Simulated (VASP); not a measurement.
# GaB (P4/mmm) in VASP: further runs

Runs on GaB. Level: PBE. Tasks: electric field gradients, core levels, phonons.

Everything below comes from runs of VASP 6.6.1. Logs are shortened: lines on timing, memory, paths and dates and some standing lists are left out, and cuts for length are marked.

## 1. Starting point

The structure is tetragonal, space group P4/mmm (No. 123). Conventional cell: a = 2.718 Å, b = 2.718 Å, c = 3.236 Å, α = 90.00°, β = 90.00°, γ = 90.00°. Around Ga (site symmetry 4/mmm) lie 8 B at 2.51 Å and 4 Ga at 2.72 Å. B (site symmetry 4/mmm) is surrounded by 8 Ga at 2.51 Å and 4 B at 2.72 Å.

The cell was built by a generator and needn't be a form met in nature.

## 2. Electric field gradients, PBE

INCAR

```
SYSTEM = GaB
ALGO = Fast
EDIFF = 1E-8
ENCUT = 520
GGA = PE
ISIF = 2
ISMEAR = 0
LASPH = .TRUE.
LCHARG = .FALSE.
LEFG = .TRUE.
LREAL = .FALSE.
LWAVE = .FALSE.
NELM = 80
PREC = Accurate
SIGMA = 0.02
```

KPOINTS

```
k-points
0
G
  10 10 8
  0 0 0
```

POSCAR

```
GaB
1.0
    2.7182400000      0.0000000000      0.0000000000
    0.0000000000      2.7182400000      0.0000000000
    0.0000000000      0.0000000000      3.2362100000
Ga B
1 1
Direct
    0.5000000000      0.5000000000      0.5000000000
    0.0000000000      0.0000000000      0.0000000000
```

Potentials or basis: VASP PAW PBE potentials, release 64 (Ga_d, B).

Command:

```bash
cat potpaw_PBE.64/Ga_d/POTCAR potpaw_PBE.64/B/POTCAR > POTCAR
mpirun -np 1 vasp_std > vasp.out
```

OUTCAR:

```text
SYSTEM = GaB
   EDIFF = 1E-8
   ENCUT = 520
   GGA = PE
   ISIF = 2
   ISMEAR = 0
   LASPH = .TRUE.
   LREAL = .FALSE.
   NELM = 80
   PREC = Accurate

 ion  position               nearest neighbor table
   1  0.500  0.500  0.500-   2 2.51   2 2.51   2 2.51   2 2.51   2 2.51   2 2.51   2 2.51   2 2.51

   2  0.000  0.000  0.000-   1 2.51   1 2.51   1 2.51   1 2.51   1 2.51   1 2.51   1 2.51   1 2.51

  LATTYP: Found a simple tetragonal cell.
 ALAT       =     2.7182400000
 C/A-ratio  =     1.1905534463

  Lattice vectors:

 A1 = (   2.7182400000,   0.0000000000,   0.0000000000)
 A2 = (   0.0000000000,   2.7182400000,   0.0000000000)
 A3 = (   0.0000000000,   0.0000000000,   3.2362100000)

Analysis of symmetry for initial positions (statically):
=====================================================================
 Subroutine PRICEL returns:
 Original cell was already a primitive cell.

 Routine SETGRP: Setting up the symmetry group for a
 simple tetragonal supercell.

 Subroutine GETGRP returns: Found 16 space group operations
 (whereof 16 operations were pure point group operations)
 out of a pool of 16 trial point group operations.

The static configuration has the point symmetry D_4h.

Analysis of symmetry for dynamics (positions and initial velocities):
=====================================================================
 Subroutine PRICEL returns:
 Original cell was already a primitive cell.

 Routine SETGRP: Setting up the symmetry group for a
 simple tetragonal supercell.

 Subroutine GETGRP returns: Found 16 space group operations
 (whereof 16 operations were pure point group operations)
 out of a pool of 16 trial point group operations.

The dynamic configuration has the point symmetry D_4h.

 Subroutine INISYM returns: Found 16 space group operations
 (whereof 16 operations are pure point group operations),
 and found     1 'primitive' translations

----------------------------------------------------------------------------------------

                                     Primitive cell

  volume of cell :      23.9118

  direct lattice vectors                    reciprocal lattice vectors
     2.718240000  0.000000000  0.000000000     0.367885102  0.000000000  0.000000000
     0.000000000  2.718240000  0.000000000     0.000000000  0.367885102  0.000000000
[... 140 lines left out ...]
 Fermi energy:         6.8649033892

 k-point     1 :       0.0000    0.0000    0.0000
  band No.  band energies     occupation
      1      -8.4146      2.00000
      2      -8.2557      2.00000
      3      -7.9434      2.00000
      4      -7.9434      2.00000
      5      -7.8993      2.00000
      6      -6.4394      2.00000
      7       5.2198      2.00000
      8       8.7874      0.00000
      9       9.5842      0.00000
     10       9.5842      0.00000
     11      16.0470      0.00000
     12      16.4586      0.00000
[... 331 lines left out ...]
 k-point    24 :       0.2000    0.0000    0.1250
  band No.  band energies     occupation
      1      -8.3426      2.00000
      2      -8.1667      2.00000
      3      -8.0382      2.00000
      4      -7.9547      2.00000
      5      -7.9426      2.00000
      6      -5.4445      2.00000
      7       4.3639      2.00000
      8       5.7717      2.00000
      9      10.3724      0.00000
     10      11.1245      0.00000
     11      15.5909      0.00000
     12      17.0762      0.00000

 [... further k-points ...]

------------------------ aborting loop because EDIFF is reached ----------------------------------------

  FORCE on cell =-STRESS in cart. coord.  units (eV):
  Direction    XX          YY          ZZ          XY          YZ          ZX
  --------------------------------------------------------------------------------------
  -------------------------------------------------------------------------------------
  Total        0.1143111      0.1143111     -0.1824352      0.0000000     -0.0000000     -0.0000000
  in kB        7.6592588      7.6592588    -12.2238212      0.0000000     -0.0000000     -0.0000000
  external PRESSURE =       1.0315655 kB  Pullay stress =       0.0000000 kB

 VOLUME and BASIS-vectors are now :
 -----------------------------------------------------------------------------
  energy-cutoff  :      520.00
  volume of cell :       23.91
      direct lattice vectors                 reciprocal lattice vectors
     2.718240000  0.000000000  0.000000000     0.367885102  0.000000000  0.000000000
     0.000000000  2.718240000  0.000000000     0.000000000  0.367885102  0.000000000
     0.000000000  0.000000000  3.236210000     0.000000000  0.000000000  0.309003433

 POSITION                                       TOTAL-FORCE (eV/Angst)
 -----------------------------------------------------------------------------------
      1.35912      1.35912      1.61810         0.000000      0.000000      0.000000
      0.00000      0.00000      0.00000         0.000000      0.000000      0.000000
 -----------------------------------------------------------------------------------
    total drift:                               -0.000000      0.000000      0.000000

  FREE ENERGIE OF THE ION-ELECTRON SYSTEM (eV)
  ---------------------------------------------------
  free  energy   TOTEN  =        -7.1483067212 eV

  energy  without entropy=       -7.1482588613  energy(sigma->0) =       -7.14828279

 Electric field gradients (V/A^2)
---------------------------------------------------------------------
 ion       V_xx      V_yy      V_zz      V_xy      V_xz      V_yz
---------------------------------------------------------------------
   1       2.788     2.788    -5.576     0.000     0.000    -0.000
   2       2.480     2.480    -4.960    -0.000     0.000     0.000
---------------------------------------------------------------------

 Electric field gradients after diagonalization (V/A^2)
 (convention: |V_zz| > |V_xx| > |V_yy|)
----------------------------------------------------------------------
 ion       V_xx      V_yy      V_zz     asymmetry (V_yy - V_xx)/ V_zz
----------------------------------------------------------------------
   1       2.788     2.788    -5.576       0.000
   2       2.480     2.480    -4.960       0.000
----------------------------------------------------------------------

           NMR quadrupolar parameters

 Cq : quadrupolar parameter    Cq=e*Q*V_zz/h
 eta: asymmetry parameters     (V_yy - V_xx)/ V_zz
 Q  : nuclear electric quadrupole moment in mb (millibarn)
----------------------------------------------------------------------
 ion       Cq(MHz)       eta       Q (mb)
----------------------------------------------------------------------
   1      -0.013       0.000       1.000
   2      -0.012       0.000       1.000
----------------------------------------------------------------------
```

OSZICAR:

```text
N       E                     dE             d eps       ncg     rms          rms(c)
DAV:   1     0.570609863398E+02    0.57061E+02   -0.83582E+03  2572   0.233E+03
DAV:   2    -0.407166646292E+01   -0.61133E+02   -0.58489E+02  2732   0.316E+02
DAV:   3    -0.732191213748E+01   -0.32502E+01   -0.31599E+01  2932   0.590E+01
DAV:   4    -0.736813820812E+01   -0.46226E-01   -0.45756E-01  3040   0.682E+00
DAV:   5    -0.736864469400E+01   -0.50649E-03   -0.50639E-03  2968   0.683E-01    0.206E+00
RMM:   6    -0.716673364852E+01    0.20191E+00   -0.27738E-01  3490   0.633E+00    0.867E-01
RMM:   7    -0.715137242970E+01    0.15361E-01   -0.46024E-02  3511   0.127E+00    0.400E-01
RMM:   8    -0.714838828234E+01    0.29841E-02   -0.60963E-03  3601   0.113E+00    0.787E-02
RMM:   9    -0.714828787414E+01    0.10041E-03   -0.90391E-04  3593   0.318E-01    0.181E-02
RMM:  10    -0.714830279319E+01   -0.14919E-04   -0.19219E-04  4010   0.137E-01    0.664E-03
RMM:  11    -0.714830645000E+01   -0.36568E-05   -0.34550E-05  3696   0.760E-02    0.319E-03
RMM:  12    -0.714830639981E+01    0.50189E-07   -0.86622E-06  3906   0.273E-02    0.894E-04
RMM:  13    -0.714830662220E+01   -0.22238E-06   -0.27089E-06  4091   0.115E-02    0.647E-04
RMM:  14    -0.714830664599E+01   -0.23790E-07   -0.87911E-07  3651   0.527E-03    0.102E-04
RMM:  15    -0.714830669175E+01   -0.45769E-07   -0.37251E-07  2752   0.271E-03    0.821E-05
RMM:  16    -0.714830671411E+01   -0.22357E-07   -0.16285E-07  2280   0.169E-03    0.199E-05
RMM:  17    -0.714830672115E+01   -0.70395E-08   -0.76301E-08  2083   0.930E-04
   1 F= -.71483067E+01 E0= -.71482828E+01  d E =-.478599E-04
```

stdout:

```text
POSCAR found type information on POSCAR GaB
 POSCAR found :  2 types and       2 ions
 scaLAPACK will be used
 LDA part: xc-table for (Slater+PW92), standard interpolation
 POSCAR, INCAR and KPOINTS ok, starting setup
 FFT: planning ... GRIDC
 FFT: planning ... GRID_SOFT
 FFT: planning ... GRID
 WAVECAR not read
 entering main loop
 num prob RMM:  14    -0.714830664599E+01   -0.23790E-07   -0.87911E-07  3651   0.527E-03    0.102E-04
 num prob  num prob RMM:  15    -0.714830669175E+01   -0.45769E-07   -0.37251E-07  2752   0.271E-03    0.821E-05
 num prob  num prob RMM:  16    -0.714830671411E+01   -0.22357E-07   -0.16285E-07  2280   0.169E-03    0.199E-05
 num prob  num prob  num prob  num prob RMM:  17    -0.714830672115E+01   -0.70395E-08   -0.76301E-08  2083   0.930E-04
ion   1

ion   2
```

Run time: 12 s. Hardware: 1 thread of Intel Xeon 6975P-C (Granite Rapids), shared host; peak memory 0.15 GiB.

What came out:

* Free energy: -7.1483 eV
* Pressure: 0.1 GPa
* Band gap on the k mesh: none (metal or under the smearing width)

Stress tensor (GPa, compression positive):
```
 0.77  0.00  0.00
 0.00  0.77  0.00
 0.00  0.00 -1.22
```

Electric field gradients, principal values (V/Å²):
| atom | Vxx | Vyy | Vzz |
| --- | --- | --- | --- |
| 1 Ga | 2.788 | 2.788 | -5.576 |
| 2 B | 2.480 | 2.480 | -4.960 |

## 3. Core levels, PBE

INCAR

```
ALGO = Normal ; EDIFF = 1E-6
ENCUT = 520 ; GGA = PE
ICORELEVEL = 1 ; ISIF = 2
ISMEAR = 0 ; LASPH = True
LCHARG = False ; LREAL = False
LWAVE = False ; NELM = 80
PREC = Accurate ; SIGMA = 0.02
```

KPOINTS

```
k-points
0
Gamma
  10 10 8
```

POSCAR is that of step 2.

Potentials or basis: VASP PAW PBE potentials, release 64 (Ga_d, B).

Command:

```bash
cat potpaw_PBE.64/Ga_d/POTCAR potpaw_PBE.64/B/POTCAR > POTCAR
mpirun -np 1 vasp_std > vasp.out
```

OUTCAR:

```text
EDIFF = 1E-6
   ENCUT = 520
   GGA = PE
   ISIF = 2
   ISMEAR = 0
   LASPH = True
   LREAL = False
   NELM = 80
   PREC = Accurate

 ion  position               nearest neighbor table
   1  0.500  0.500  0.500-   2 2.51   2 2.51   2 2.51   2 2.51   2 2.51   2 2.51   2 2.51   2 2.51

   2  0.000  0.000  0.000-   1 2.51   1 2.51   1 2.51   1 2.51   1 2.51   1 2.51   1 2.51   1 2.51

  LATTYP: Found a simple tetragonal cell.
 ALAT       =     2.7182400000
 C/A-ratio  =     1.1905534463

  Lattice vectors:

 A1 = (   2.7182400000,   0.0000000000,   0.0000000000)
 A2 = (   0.0000000000,   2.7182400000,   0.0000000000)
 A3 = (   0.0000000000,   0.0000000000,   3.2362100000)

Analysis of symmetry for initial positions (statically):
=====================================================================
 Subroutine PRICEL returns:
 Original cell was already a primitive cell.

 Routine SETGRP: Setting up the symmetry group for a
 simple tetragonal supercell.

 Subroutine GETGRP returns: Found 16 space group operations
 (whereof 16 operations were pure point group operations)
 out of a pool of 16 trial point group operations.

[... 169 lines left out ...]

 val. band max:        6.8442379447   @ k =   0.3000   0.3000   0.5000
 cond. band min:       6.8908747023   @ k =   0.3000   0.3000   0.1250
 fundamental gap:      0.0466367576
 Fermi energy:         6.8648430070

 k-point     1 :       0.0000    0.0000    0.0000
  band No.  band energies     occupation
      1      -8.4145      2.00000
      2      -8.2555      2.00000
      3      -7.9432      2.00000
      4      -7.9432      2.00000
      5      -7.8991      2.00000
      6      -6.4394      2.00000
      7       5.2197      2.00000
      8       8.7874      0.00000
      9       9.5842      0.00000
     10       9.5842      0.00000
     11      16.0470      0.00000
     12      16.4586      0.00000
[... 271 lines left out ...]
 k-point    20 :       0.5000    0.4000    0.0000
  band No.  band energies     occupation
      1      -8.3604      2.00000

------------------------ aborting loop because EDIFF is reached ----------------------------------------

  FORCE on cell =-STRESS in cart. coord.  units (eV):
  Direction    XX          YY          ZZ          XY          YZ          ZX
  --------------------------------------------------------------------------------------
  -------------------------------------------------------------------------------------
  Total        0.1075140      0.1075140     -0.1886208      0.0000000      0.0000000      0.0000000
  in kB        7.2038264      7.2038264    -12.6382765      0.0000000      0.0000000      0.0000000
  external PRESSURE =       0.5897921 kB  Pullay stress =       0.0000000 kB

 VOLUME and BASIS-vectors are now :
 -----------------------------------------------------------------------------
  energy-cutoff  :      520.00
  volume of cell :       23.91
      direct lattice vectors                 reciprocal lattice vectors
     2.718240000  0.000000000  0.000000000     0.367885102  0.000000000  0.000000000
     0.000000000  2.718240000  0.000000000     0.000000000  0.367885102  0.000000000
     0.000000000  0.000000000  3.236210000     0.000000000  0.000000000  0.309003433

 POSITION                                       TOTAL-FORCE (eV/Angst)
 -----------------------------------------------------------------------------------
      1.35912      1.35912      1.61810         0.000000      0.000000      0.000000
      0.00000      0.00000      0.00000         0.000000      0.000000      0.000000
 -----------------------------------------------------------------------------------
    total drift:                               -0.000000      0.000000      0.000000

  FREE ENERGIE OF THE ION-ELECTRON SYSTEM (eV)
  ---------------------------------------------------
  free  energy   TOTEN  =        -7.1483068173 eV

  energy  without entropy=       -7.1482588217  energy(sigma->0) =       -7.14828282
```

OSZICAR:

```text
N       E                     dE             d eps       ncg     rms          rms(c)
DAV:   1     0.570609863398E+02    0.57061E+02   -0.83582E+03  2572   0.233E+03
DAV:   2    -0.407166646292E+01   -0.61133E+02   -0.58489E+02  2732   0.316E+02
DAV:   3    -0.732191213748E+01   -0.32502E+01   -0.31599E+01  2932   0.590E+01
DAV:   4    -0.736813820812E+01   -0.46226E-01   -0.45756E-01  3040   0.682E+00
DAV:   5    -0.736864469400E+01   -0.50649E-03   -0.50639E-03  2968   0.683E-01    0.206E+00
DAV:   6    -0.716744014588E+01    0.20120E+00   -0.32093E-01  3808   0.133E+01    0.860E-01
DAV:   7    -0.715167260451E+01    0.15768E-01   -0.32229E-02  3528   0.161E+00    0.400E-01
DAV:   8    -0.714840533321E+01    0.32673E-02   -0.38753E-03  3228   0.979E-01    0.607E-02
DAV:   9    -0.714830521772E+01    0.10012E-03   -0.36350E-04  3112   0.411E-01    0.138E-02
DAV:  10    -0.714830650899E+01   -0.12913E-05   -0.12824E-05  2820   0.417E-02    0.500E-03
DAV:  11    -0.714830681734E+01   -0.30835E-06   -0.96840E-07  2012   0.163E-02
   1 F= -.71483068E+01 E0= -.71482828E+01  d E =-.479957E-04
```

Wall time 7.3 s (1 thread of Intel Xeon 6975P-C (Granite Rapids), shared host); peak memory 0.15 GiB.

Results:

- Free energy: -7.1483 eV
- Pressure: 0.1 GPa
- Band gap on the k mesh: none (metal or under the smearing width)

Stress tensor (GPa, compression positive):
```
 0.72  0.00  0.00
 0.00  0.72  0.00
 0.00  0.00 -1.26
```

Levels at points of the mesh, in eV from the Fermi level:
```
           k point  band 4  band 5  band 6  band 7  band 8  band 9  band 10  band 11  band 12
(0.00, 0.00, 0.00)  -14.81  -14.76  -13.30   -1.65    1.92    2.72     2.72     9.18     9.59
(0.50, 0.00, 0.00)  -14.87  -14.79   -8.60   -8.21    1.92    5.09     5.54     5.54     5.62
(0.50, 0.50, 0.00)  -14.87  -14.61   -4.44   -4.44   -3.52   -1.92     3.29     7.70     7.70
(0.00, 0.00, 0.50)  -14.85  -14.76   -9.91   -9.81    4.36    4.36     7.99     9.63     9.63
(0.50, 0.00, 0.50)  -14.82  -14.71   -5.44   -5.29   -5.04   -4.20     5.49    10.27    11.97
(0.50, 0.50, 0.50)  -14.72  -14.61   -1.98   -1.30   -1.30   -0.39     0.16     0.16     1.42
```

Core levels (eV, on the scale of the bands):
```csv
atom,levels
1 Ga,"1s -10217.5, 2s -1250.9, 2p -1087.3, 3s -137.0, 3p -87.7"
2 B,1s -168.1
```

[end of part 1 of 2]
